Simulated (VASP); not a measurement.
Input:

```yaml
crystal:
  lattice:
    - [0.00000, 2.41971, 2.41971]
    - [2.41971, 0.00000, 2.41971]
    - [2.41971, 2.41971, 0.00000]
  atoms:
    - { symbol: B, position: [0.00000, 0.00000, 0.00000] }
    - { symbol: As, position: [0.25000, 0.25000, 0.25000] }
```

Level of theory: revPBE GGA, VASP's PBE PAW potentials (set 64) (plane waves; VASP). Run with 520 eV cut-off, 11×11×11 Γ-centred mesh, tetrahedra with Blöchl corrections, potentials B As.

Task: What does the run give for the energy per atom (σ→0)?

Result: 
The energy per atom (σ→0) comes out as -5.433 eV/atom.

The absolute energy has meaning only against runs of the same code, potentials and settings.

The compound is BAs in the zinc blende structure. It was relaxed first.
